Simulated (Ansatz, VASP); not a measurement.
# GaCuSe2 in two plane-wave programs

Aim: how closely do two programs agree when they are given the same cell, functional and k mesh? The structure shown is the start of the Ansatz relaxation below; VASP solves that cell, so the two are compared at the walk's first step.

Program: Ansatz 0.2.0. Level of theory: plane waves, with VASP 6.6.1 beside it; single point at PBEsol. Results are calculated unless marked as measured.

## Step 1: The starting structure

It takes space group I-42d (No. 122, tetragonal). Conventional cell: a = 5.378 Å, b = 5.378 Å, c = 10.691 Å, α = 90.00°, β = 90.00°, γ = 90.00°. Cu has 4 Se at 2.30 Å nearest. Ga has 4 Se at 2.35 Å nearest. Se has 2 Cu at 2.30 Å and 2 Ga at 2.35 Å nearest. Farther neighbours and most contacts between anions are not listed.

As a file:

```cif
data_structure
_symmetry_space_group_name_H-M 'I-42d'
_symmetry_Int_Tables_number 122
_cell_length_a 5.3784
_cell_length_b 5.3784
_cell_length_c 10.6908
_cell_angle_alpha 90.000
_cell_angle_beta 90.000
_cell_angle_gamma 90.000
_cell_volume 309.26
loop_
_atom_site_label
_atom_site_type_symbol
_atom_site_symmetry_multiplicity
_atom_site_Wyckoff_symbol
_atom_site_fract_x
_atom_site_fract_y
_atom_site_fract_z
_atom_site_occupancy
Cu1 Cu 4 a 0.00000 0.00000 0.00000 1
Ga1 Ga 4 b 0.50000 0.50000 0.00000 1
Se1 Se 8 d 0.24107 0.25000 0.12500 1
```

## Step 2: Ansatz: relaxation, PBEsol

Ansatz runs on its PAW soft_1 files.

The two programs are compared at the cell with which this relaxation starts, whose forces are those of its first step.

File input.yaml:

```yaml
crystal:
  lattice:
    - [-2.6892092375, 2.6892092375, 5.3454159554]
    - [2.6892092375, -2.6892092375, 5.3454159554]
    - [2.6892092375, 2.6892092375, -5.3454159554]
  atoms:
    - { symbol: Cu, position: [0.0, 0.0, 0.0] }
    - { symbol: Cu, position: [0.75, 0.25, 0.5] }
    - { symbol: Ga, position: [0.5, 0.5, 0.0] }
    - { symbol: Ga, position: [0.25, 0.75, 0.5] }
    - { symbol: Se, position: [0.375, 0.3660650781, 0.4910650781] }
    - { symbol: Se, position: [0.6339349219, 0.125, 1.0089349219] }
    - { symbol: Se, position: [0.875, 0.8839349219, 0.5089349219] }
    - { symbol: Se, position: [0.1160650781, 0.625, -0.0089349219] }
kpoints:
  mp_grid: { grid: [8, 8, 8] }
hamiltonian:
  xc: pbesol
  pseudopotentials: { kind: paw, azcp: { folder: soft_1 }, xc_functional: pbe }
scf:
  occupations: { method: gaussian, width: 0.01 }
output:
  forces: true
  stress: true
  eigenvalues: true
relax:
  adjacent_minimum: "off"
  f_tol: 0.001
  max_steps: 60
  cell: { stress_tol: 0.01, fix: [volume] }
```

Run with:

```bash
> ansatz run input.yaml --threads 4 --pin off --max-ram 16384MiB --backend cpu --events-out ev --progress --plain --runs-dir out
```

Numbers of over 12 decimals in the logs are rounded to 6 here.

The log of the run:

```text
Engine: ansatz 0.2.0, aarch64-unknown-linux-gnu
Pseudopotentials: kind: paw
Pseudopotential: Cu, paw, valence charge 19, recommended cutoff 420 eV (normal), soft_1/Cu.paw.azcp
Pseudopotential: Ga, paw, valence charge 13, recommended cutoff 420 eV (normal), soft_1/Ga.paw.azcp
Pseudopotential: Se, paw, valence charge 16, recommended cutoff 420 eV (normal), soft_1/Se.paw.azcp
Functional definition: PBEsol
  exchange = pbesol_x
  correlation = pbesol_c
Crystal: 8 atoms, lattice volume = 154.629 Å³
Basis set: ecut = 420 eV, 2969 PW (Γ), exchange–correlation on 90×90×90 points (8 copies of the dense FFT grid, shifted against one another)
Bands: 77, of which v1, the nominal top of the filled ones, is band 64 counted from 1 (63 counted from 0)
Symmetry: 8 space group operations
Space group: I-42d (ITA 122), of the structure as read, at distance tolerance 5.4e-5 Å
k-points: 59 of 512 (time reversal used)
Non-local potential: Cu, projectors of the file, l = 0: 3, l = 1: 2, l = 2: 3, l = 3: 1
Non-local potential: Ga, projectors of the file, l = 0: 2, l = 1: 2, l = 2: 3, l = 3: 1
Non-local potential: Se, projectors of the file, l = 0: 2, l = 1: 2, l = 2: 3, l = 3: 1
PAW form: soft (Blöchl's): semilocal exchange-correlation on the pseudo side does not see the compensation charge
PAW frozen core: Cu, regenerated for the run's functional, and the local potential with it (the file was generated under x = pbe(κ = 0.804, μ = 0.219515), c = pbe(β = 0.066725))
PAW frozen core: Ga, regenerated for the run's functional, and the local potential with it (the file was generated under x = pbe(κ = 0.804, μ = 0.219515), c = pbe(β = 0.066725))
PAW frozen core: Se, regenerated for the run's functional, and the local potential with it (the file was generated under x = pbe(κ = 0.804, μ = 0.219515), c = pbe(β = 0.066725))
PAW one-centre angular grid: Cu, 590 points (default); XC on 64 Gauss nodes
PAW one-centre angular grid: Ga, 590 points (default); XC on 64 Gauss nodes
PAW one-centre angular grid: Se, 590 points (default); XC on 64 Gauss nodes
Initial density: superposition of atomic densities (chi_scale 0.1, normalization cell, long waves kept (reshape's long-wave potential 0.00 eV rms))
Initial wavefunctions: pseudopotential atomic-orbital guess
Functional: x = pbesol(κ = 0.804, μ = 0.123457), c = pbesol(β = 0.046)
SCF iter   1: F=—  HF=-42364.918419 eV  |F-HF|=—  |Δ(HF+E_count)|=         —  Δρ=5.24e-2  dr2=2.93e0  ethr=3.10e-3  ⟨swp⟩=5.5  Hψ=15409  notcnv=0
preconditioner: auto → Resta (q_TF=auto, 2.644 Å⁻¹)  ε∞=4.6  [insulator: Δε(μ)=0.819 eV  Ē_g=13.369 eV  σ=0.010 eV  W_gap=1.00  n_scr=44 (ndim 8)  ℏωp=25.3 eV  f_vac=0.018  D(μ)=0.00/eV (n_scr^D=0)  ε∞_Penn≈4.6]
SCF iter   2: F=—  HF=-42364.278516 eV  |F-HF|=—  |Δ(HF+E_count)|=   6.40e-1  Δρ=3.49e-2  dr2=1.04e0  ethr=2.29e-3  ⟨swp⟩=2.0  Hψ=6184  notcnv=0  defer=424
SCF iter   3: F=—  HF=-42364.217666 eV  |F-HF|=—  |Δ(HF+E_count)|=   6.09e-2  Δρ=2.49e-2  dr2=6.97e-1  ethr=8.12e-4  ⟨swp⟩=2.1  Hψ=8322  notcnv=0  defer=424
SCF iter   4: F=—  HF=-42364.029953 eV  |F-HF|=—  |Δ(HF+E_count)|=   1.88e-1  Δρ=1.23e-2  dr2=1.46e-1  ethr=5.44e-4  ⟨swp⟩=2.1  Hψ=9192  notcnv=0  defer=422
SCF iter   5: F=—  HF=-42364.013943 eV  |F-HF|=—  |Δ(HF+E_count)|=   1.60e-2  Δρ=3.29e-3  dr2=1.04e-2  ethr=1.14e-4  ⟨swp⟩=2.0  Hψ=6667  notcnv=0  defer=422
SCF iter   6: F=—  HF=-42364.011445 eV  |F-HF|=—  |Δ(HF+E_count)|=   2.50e-3  Δρ=1.04e-3  dr2=1.93e-3  ethr=8.16e-6  ⟨swp⟩=2.0  Hψ=6590  notcnv=0  defer=422
SCF iter   7: F=—  HF=-42364.012108 eV  |F-HF|=—  |Δ(HF+E_count)|=   6.63e-4  Δρ=4.87e-4  dr2=3.25e-4  ethr=1.51e-6  ⟨swp⟩=3.0  Hψ=7770  notcnv=0  defer=422
SCF iter   8: F=—  HF=-42364.012092 eV  |F-HF|=—  |Δ(HF+E_count)|=   1.58e-5  Δρ=2.27e-4  dr2=4.86e-5  ethr=2.54e-7  ⟨swp⟩=2.0  Hψ=7678  notcnv=0  defer=422
SCF iter   9: F=—  HF=-42364.012172 eV  |F-HF|=—  |Δ(HF+E_count)|=   8.01e-5  Δρ=3.31e-5  dr2=1.45e-6  ethr=3.79e-8  ⟨swp⟩=2.0  Hψ=5436  notcnv=0  defer=422
SCF iter  10: F=—  HF=-42364.012174 eV  |F-HF|=—  |Δ(HF+E_count)|=   2.06e-6  Δρ=1.87e-5  dr2=3.79e-7  ethr=1.14e-9  ⟨swp⟩=2.0  Hψ=6407  notcnv=0  defer=422
SCF iter  11: F=-42364.012174 eV  HF=-42364.012174 eV  |F-HF|=3.43e-9  |Δ(HF+E_count)|=   1.76e-8  Δρ=1.60e-6  dr2=3.21e-9  ethr=7.81e-11  ⟨swp⟩=9.9  Hψ=21969  notcnv=0
SCF 1 converged in 11 iterations: F = -42364.012174 eV  dr2 = 3.21e-9
  greatest PAW one-centre occupation: 1.000 electrons in one spin orbital (limit 2), on the Cu atom at site 1 (counted from 0), in its partial waves of l = 0
relax step   1: F+E_penalty+E_count = -42364.01217424 eV  Δ(F+E_penalty+E_count) = +0.000e0 eV  max|allowed force component| = 3.054e-2 eV/Å  Δτ_max = 0.0000 Å  P = +9.644 GPa  Ω = 154.629 Å³  fix = [volume]  reactions: volume +9.644 GPa  (11 SCF iters, dr2 threshold 1.00e-7 eV, accepted)
[...]
relax step   3: F+E_penalty+E_count = -42364.01231581 eV  Δ(F+E_penalty+E_count) = -1.244e-5 eV  max|allowed force component| = 7.227e-5 eV/Å  Δτ_max = 0.0007 Å  P = +9.637 GPa  Ω = 154.629 Å³  energy of the carried Pulay correction = +4.947e-17 eV  fix = [volume]  reactions: volume +9.637 GPa  (6 SCF iters, dr2 threshold 5.21e-9 eV, accepted)
[...]
relax step   4: F+E_penalty+E_count = -42364.01231660 eV  Δ(F+E_penalty+E_count) = -7.918e-7 eV  max|allowed force component| = 7.063e-5 eV/Å  Δτ_max = 0.0000 Å  P = +9.637 GPa  Ω = 154.629 Å³  fix = [volume]  reactions: volume +9.637 GPa  stress off target by 2.05e-3 GPa on what of the cell is left free  SCF on the basis re-selected at this cell (its energy is not comparable with the rows above)  (8 SCF iters)
basis re-selected at this cell: Δ(F+E_penalty+E_count) = -7.918e-7 eV, ΔP = -0.000 GPa vs the last step (what re-selecting the basis moved, of the pressure what is left beyond the Pulay correction that the steps carried, after the strain that the cell walked since its last selection, with what the two solves' SCF thresholds leave and, on support functions, any second-order correction that the steps lacked; it is no m [...]
SCF converged after 8 iterations
Free energy (F): -42364.012317 eV
Harris-Foulkes:  -42364.012317 eV  (|F-HF|=7.28e-12)
Internal energy: -42364.012317 eV  (E = F + TS)
E sigma→0 (E₀):  -42364.012317 eV
Fermi energy:    10.529490 eV
--- Per-component energies (eV) ---
  E_band       = -2490.613984
  E_kinetic    = 1204.704663
  E_local      = -24803.934227  (includes V_loc(G=0)·N_el)
  E_nonlocal   = 198.467086
  E_hartree    = 12315.525752
  E_xc         = -606.364939
  E_vxc        = -658.258788  (∫ρ·V_xc dr)
  E_paw        = -15813.897803  (= ΣΔE_a)
  E_vpaw       = -3062.644039  (= ΣTr[D̂ρ^β])
  E_aug_tail   = 0.000044  (compensation charges beyond the density's cutoff)
  E_ewald      = -14864.685063
  E_core_change = 6.172171  (= ΣΔE_core)
  E_smearing   = -0.000000  (= −TS)
  E_closure    = 0.000000  (closes the sum)
  Σ components = -42364.012317   (vs F -42364.012317, Δ=0.00e0)
--- Forces (eV/Å), atoms counted from 1 ---
  atom   1  Cu    -0.00000000    -0.00000000    -0.00000000
  atom   2  Cu    -0.00000000    -0.00000000     0.00000000
  atom   3  Ga    -0.00000000    -0.00000000     0.00000000
  atom   4  Ga    -0.00000000    -0.00000000    -0.00000000
  atom   5  Se    -0.00007063     0.00000000     0.00000000
  atom   6  Se    -0.00000000     0.00007063     0.00000000
  atom   7  Se     0.00007063     0.00000000    -0.00000000
  atom   8  Se    -0.00000000    -0.00007063    -0.00000000
  max |Σ_I F_I| component: 4.36e-17 eV/Å
--- Stress (GPa, compression-positive) ---
        9.636023      -0.000000      -0.000000
       -0.000000       9.636023       0.000000
       -0.000000       0.000000       9.639091
  P = ⅓ Tr σ = 9.6370 GPa (96.370 kbar)
--- Band table (eV; the first three rows and the last of 59) ---
  k-point 0: bands = [... 60 lower, 8.1087, 10.1370, 10.1370, 10.2301, 10.8289, 11.7986, 12.3743, 14.1706, ... 9 higher]
  k-point 1: bands = [... 60 lower, 8.2477, 9.2326, 9.9186, 10.0835, 11.6723, 12.1021, 12.9394, 14.0547, ... 9 higher]
  k-point 2: bands = [... 60 lower, 8.4737, 8.6189, 9.3196, 9.9253, 12.2553, 12.3671, 13.5129, 13.9709, ... 9 higher]
  k-point 58: bands = [... 60 lower, 8.6239, 8.6239, 8.9877, 8.9877, 11.8256, 11.8256, 11.9983, 11.9983, ... 9 higher]
--- Relaxed structure (3 steps of the walk, 3 accepted, 1 SCFs on fresh bases) ---
  F+E_penalty+E_count = -42364.01231660 eV   max|allowed force component| = 7.063e-5 eV/Å   (the final SCF, on the basis selected at the relaxed cell)
  cell:  # Å, volume = 154.6289 Å³
    - [-2.689596, 2.689596, 5.343879]
    - [2.689596, -2.689596, 5.343879]
    - [2.689596, 2.689596, -5.343879]
  atoms:
    - { symbol: Cu, position: [0, 0, 0] }
    - { symbol: Cu, position: [0.75, 0.25, 0.500000] }
    - { symbol: Ga, position: [0.5, 0.5, 0] }
    - { symbol: Ga, position: [0.25, 0.75, 0.500000] }
    - { symbol: Se, position: [0.375, 0.365646, 0.490646] }
    - { symbol: Se, position: [0.634354, 0.125000, 1.009354] }
    - { symbol: Se, position: [0.875, 0.884354, 0.509354] }
    - { symbol: Se, position: [0.115646, 0.625, -0.00935408] }
```

Reading the cycles: dr2 is the Hartree energy of the density residual (eV), the measure of convergence; HF is the Harris–Foulkes estimate of the energy, which meets the free energy F at convergence.

## Step 3: VASP: single point, PBEsol, start cell, pair 1

The same cell, functional, mesh and smearing now go to VASP, with its own data sets.

Lines of VASP's logs that name or quote its potential files are left out, and so is its time.

File INCAR:

```
SYSTEM = GaCuSe2
PREC = Accurate
ENCUT = 520
EDIFF = 1E-06
NELM = 120
ISMEAR = 0
SIGMA = 0.01
LREAL = .FALSE.
ALGO = Normal
GGA = PS
NBANDS = 44
LASPH = .TRUE.
LORBIT = 11
LWAVE = .FALSE.
LCHARG = .FALSE.
ISIF = 2
GGA_COMPAT = .FALSE.
EFERMI = MIDGAP
KPAR = 2
```

File POSCAR:

```
GaCuSe2
1.0
   -2.6892090000      2.6892090000      5.3454160000
    2.6892090000     -2.6892090000      5.3454160000
    2.6892090000      2.6892090000     -5.3454160000
Cu Ga Se
2 2 4
Direct
    0.0000000000      0.0000000000      0.0000000000
    0.7500000000      0.2500000000      0.5000000000
    0.5000000000      0.5000000000      0.0000000000
    0.2500000000      0.7500000000      0.5000000000
    0.3750000930      0.3660651236      0.4910652166
    0.6339350623      0.1250000930      0.0089351553
    0.8750000930      0.8839348764      0.5089349694
    0.1160651236      0.6250000930      0.9910652166
```

File KPOINTS:

```
Automatic mesh
0
Gamma
8 8 8
0 0 0
```

The projector-augmented-wave data sets are Cu, Ga_d and Se (PBE family, release 64).

Run with:

```bash
> mpirun -np 2 vasp_std
```

The log of the run:

```text
[banner, memory and clock lines left out]
running    2 mpi-ranks, on    1 nodes
 distrk:  each k-point on    1 cores,    2 groups
 distr:  one band on    1 cores,    1 groups

 POSCAR found type information on POSCAR CuGaSe
 POSCAR found :  3 types and       8 ions
|                                                                             |
|               ----> ADVICE to this user running VASP <----                  |
|                                                                             |
|     You enforced a specific xc type in the INCAR file but a different       |
|     [... a line on the potential file left out ...]
|     I HOPE YOU KNOW WHAT YOU ARE DOING!                                     |
|                                                                             |

 LDA part: xc-table for (Slater+PW92), standard interpolation
 POSCAR, INCAR and KPOINTS ok, starting setup
 FFT: planning ... GRIDC
 FFT: planning ... GRID_SOFT
 FFT: planning ... GRID
 WAVECAR not read
 entering main loop
       N       E                     dE             d eps       ncg     rms          rms(c)
DAV:   1     0.727363754861E+03    0.72736E+03   -0.31775E+04  5324   0.228E+03
DAV:   2     0.988856561165E+02   -0.62848E+03   -0.60910E+03  5288   0.583E+02
DAV:   3    -0.264290017602E+02   -0.12531E+03   -0.12156E+03  6264   0.218E+02
DAV:   4    -0.358731414524E+02   -0.94441E+01   -0.93346E+01  7272   0.598E+01
DAV:   5    -0.361688199487E+02   -0.29568E+00   -0.29474E+00  7432   0.112E+01    0.144E+01
DAV:   6    -0.363220030898E+02   -0.15318E+00   -0.45466E+01  7080   0.111E+02    0.103E+01
DAV:   7    -0.338118942582E+02    0.25101E+01   -0.10734E+01  6572   0.797E+01    0.407E+00
DAV:   8    -0.340621529539E+02   -0.25026E+00   -0.47168E+00  8376   0.274E+01    0.342E+00
DAV:   9    -0.339105916082E+02    0.15156E+00   -0.11962E+00  7256   0.201E+01    0.490E-01
DAV:  10    -0.339149616794E+02   -0.43701E-02   -0.70002E-02  8932   0.420E+00    0.263E-01
DAV:  11    -0.339153268406E+02   -0.36516E-03   -0.17041E-02  7624   0.222E+00    0.142E-01
DAV:  12    -0.339150752407E+02    0.25160E-03   -0.27122E-03  7368   0.110E+00    0.159E-02
DAV:  13    -0.339150888509E+02   -0.13610E-04   -0.21857E-04  7668   0.185E-01    0.174E-02
DAV:  14    -0.339150910437E+02   -0.21927E-05   -0.28410E-05  7032   0.708E-02    0.597E-03
DAV:  15    -0.339150912498E+02   -0.20617E-06   -0.30241E-06  4748   0.383E-02
   1 F= -.33915091E+02 E0= -.33915091E+02  d E =0.000000E+00
```

Parts of OUTCAR (step 3):

```text
ion  position               nearest neighbor table
   1  0.000  0.000  0.000-   7 2.30   8 2.30   6 2.30   5 2.30
   2  0.750  0.250  0.500-   6 2.30   5 2.30   8 2.30   7 2.30
   3  0.500  0.500  0.000-   5 2.35   8 2.35   7 2.35   6 2.35
   4  0.250  0.750  0.500-   8 2.35   7 2.35   5 2.35   6 2.35
   5  0.375  0.366  0.491-   2 2.30   1 2.30   3 2.35   4 2.35
   6  0.634  0.125  0.009-   2 2.30   1 2.30   3 2.35   4 2.35
   7  0.875  0.884  0.509-   1 2.30   2 2.30   4 2.35   3 2.35
   8  0.116  0.625  0.991-   1 2.30   2 2.30   4 2.35   3 2.35

  LATTYP: Found a body centered tetragonal cell.
 ALAT       =     5.3784180000
 C/A-ratio  =     1.9877279899

 Subroutine GETGRP returns: Found  8 space group operations
 (whereof  4 operations were pure point group operations)

The static configuration has the point symmetry S_4 .
 The point group associated with its full space group is D_2d.

 Found     59 irreducible k-points:

   k-points           NKPTS =     59   k-points in BZ     NKDIM =     59   number of bands    NBANDS=     44

   dimension x,y,z NGX =    50 NGY =   50 NGZ =   50
   dimension x,y,z NGXF=   100 NGYF=  100 NGZF=  100

   ENCUT  =  520.0 eV  38.22 Ry    6.18 a.u.  12.20 12.20 12.20*2*pi/ulx,y,z

   NELECT =      72.0000    total number of electrons

 k-points in reciprocal lattice and weights: Automatic mesh
   0.00000000  0.00000000  0.00000000       0.002
   0.12500000  0.00000000  0.00000000       0.016
   0.25000000  0.00000000  0.00000000       0.016
   0.37500000  0.00000000 -0.00000000       0.016
   0.50000000  0.00000000  0.00000000       0.008
   0.12500000  0.12500000  0.00000000       0.016
   0.25000000  0.12500000 -0.00000000       0.031
   0.37500000  0.12500000  0.00000000       0.031
   0.50000000  0.12500000  0.00000000       0.031
[...]
-0.37500000 -0.37500000  0.37500000       0.004
   0.50000000  0.50000000  0.50000000       0.002

 average (electrostatic) potential at core
       1 -65.6494       2 -65.6494       3 -65.6696       4 -65.6696       5 -53.6163
       6 -53.6163       7 -53.6163       8 -53.6163

 E-fermi :   5.4869

 k-point     1 :       0.0000    0.0000    0.0000
  band No.  band energies     occupation
    ...
     32       2.9267      2.00000
     33       3.0469      2.00000
     34       5.0800      2.00000
     35       5.0800      2.00000
     36       5.1707      2.00000
     37       5.8030      0.00000
     38       6.7522      0.00000
     39       7.3351      0.00000
     40       9.1237      0.00000
     41       9.1237      0.00000
    ...

 k-point     2 :       0.1250    0.0000    0.0000
  band No.  band energies     occupation
    ...
     32       3.0759      2.00000
     33       3.1066      2.00000
     34       4.4477      2.00000
     35       4.8801      2.00000
     36       5.0630      2.00000
     37       6.4769      0.00000
     38       7.0360      0.00000
     39       7.5543      0.00000
     40       8.8489      0.00000
     41       8.9421      0.00000
    ...

 k-point     3 :       0.2500    0.0000    0.0000
  band No.  band energies     occupation
    ...
     32       3.1796      2.00000
     33       3.2189      2.00000
     34       3.8705      2.00000
     35       4.3979      2.00000
     36       4.8390      2.00000
     37       7.1755      0.00000
     38       7.7348      0.00000
     39       7.8580      0.00000
     40       8.4658      0.00000
     41       8.6205      0.00000
    ...

  Total        9.5904534      9.5904534      9.5575343      0.0000000      0.0000000      0.0000000
  in kB       99.3708739     99.3708739     99.0297850      0.0000000      0.0000000      0.0000000
  external PRESSURE =      99.2571776 kB  Pullay stress =       0.0000000 kB

  energy-cutoff  :      520.00
  volume of cell :      154.63
      direct lattice vectors                 reciprocal lattice vectors
    -2.689209000  2.689209000  5.345416000     0.000000000  0.185928279  0.093538089
     2.689209000 -2.689209000  5.345416000     0.185928279  0.000000000  0.093538089
     2.689209000  2.689209000 -5.345416000     0.185928279  0.185928279  0.000000000

 POSITION                                       TOTAL-FORCE (eV/Angst)
 -----------------------------------------------------------------------------------
      0.00000      0.00000      0.00000         0.000000     -0.000000      0.000000
      0.00000      2.68921      2.67271         0.000000     -0.000000      0.000000
      0.00000      0.00000      5.34542         0.000000     -0.000000      0.000000
      2.68921      0.00000      2.67271         0.000000     -0.000000      0.000000
      1.29655      1.34461      1.33635        -0.002686     -0.000000      0.000000
     -1.34460      1.39266      4.00906         0.000000      0.002686     -0.000000
      1.39266      1.34461      6.68177         0.002686     -0.000000     -0.000000
      4.03381      1.29655     -1.33635        -0.000000     -0.002686      0.000000
 -----------------------------------------------------------------------------------
    total drift:                               -0.000292     -0.000576     -0.000006

  FREE ENERGIE OF THE ION-ELECTRON SYSTEM (eV)
  ---------------------------------------------------
  free  energy   TOTEN  =       -33.9150912498 eV

  energy  without entropy=      -33.9150912498  energy(sigma->0) =      -33.91509125

 total charge
# of ion       s       p       d       tot
------------------------------------------
    1        0.428   0.464   9.269  10.161
    2        0.428   0.464   9.269  10.161
    3        0.880   0.833  10.051  11.764
    4        0.880   0.833  10.051  11.764
    5        1.442   2.447   0.070   3.959
    6        1.442   2.447   0.070   3.959
    7        1.442   2.447   0.070   3.959
    8        1.442   2.447   0.070   3.959
--------------------------------------------------
tot          8.382  12.383  38.921  59.686

[... 3 further parts left out ...]
```

This run has no spin polarisation, so a moment on Cu, if there is one, isn't seen.

## Step 4: Side by side

Known differences besides the potentials themselves: the data sets hold 128 valence electrons in Ansatz (on its PAW soft_1 files) and 72 in VASP; the cutoff is 420 eV in Ansatz and 520 eV in VASP; Ansatz makes its cores anew for this functional, VASP keeps those of its PBE data sets. Total energies have different zeros and are not compared.

At this near-relaxed geometry the largest component of a force difference is 28 meV/Å.

(Part 1 of 2 ends here.)

[Lines on the potential files, build, host, timing and source positions are cut from VASP's logs without a mark.]

[Logs are printed without paths, hosts, clocks, repeated set-up lines and the standing remarks that a program may print on its own settings, such as how far it seeks lower states.]

[Hosts, paths, dates, database ids (printed as entryN), source tags and the programs' standing remarks are cut or masked in the printed files.]
